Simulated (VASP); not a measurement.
Data:

```
CaZn2Si2
1.0
   -2.09018     2.09018     5.02556
    2.09018    -2.09018     5.02556
    2.09018     2.09018    -5.02556
Ca Zn Si
1 2 2
Direct
  0.00000   0.00000   0.00000
  0.25000   0.75000   0.50000
  0.75000   0.25000   0.50000
  0.61590   0.61590   0.00000
  0.38410   0.38410   0.00000
```

These are PBEsol GGA, VASP's PBE PAW potentials (set 64) (plane waves; VASP) values and carry that method's errors. Numerical set-up: 400 eV cut-off, Gaussian smearing of 0.050 eV, potentials Ca_sv Zn Si.

Problem. Give the energies of bands 16 to 24 at the high-symmetry points, in eV from the Fermi level.

Solution. 
| band | Γ | X | P | N | M | S | R |
|---|---|---|---|---|---|---|---|
| 16 | -5.93 | -6.59 | -6.70 | -7.78 | -7.52 | -7.72 | -7.18 |
| 17 | -5.71 | -5.72 | -5.58 | -5.75 | -3.08 | -6.43 | -5.65 |
| 18 | -2.64 | -5.37 | -5.58 | -4.70 | -3.08 | -2.59 | -4.58 |
| 19 | -2.64 | -4.33 | -4.14 | -2.09 | -1.63 | -2.55 | -4.48 |
| 20 | -0.80 | -3.69 | -3.01 | -1.19 | -1.31 | -2.31 | -3.40 |
| 21 | -0.80 | -2.17 | -3.01 | -0.26 | -0.04 | 0.29 | -2.03 |
| 22 | -0.37 | 0.77 | -0.13 | 0.16 | 1.08 | 0.46 | 0.75 |
| 23 | -0.32 | 1.29 | 2.70 | 1.20 | 1.08 | 1.47 | 1.32 |
| 24 | 1.16 | 1.72 | 2.70 | 1.22 | 1.58 | 1.55 | 1.87 |

It has no gap at this level: it comes out as a metal or semimetal.

The structure comes from a computed database's CaZn2Si2 entry (I4/mmm); how it stands against other phases isn't given here. It was relaxed first.
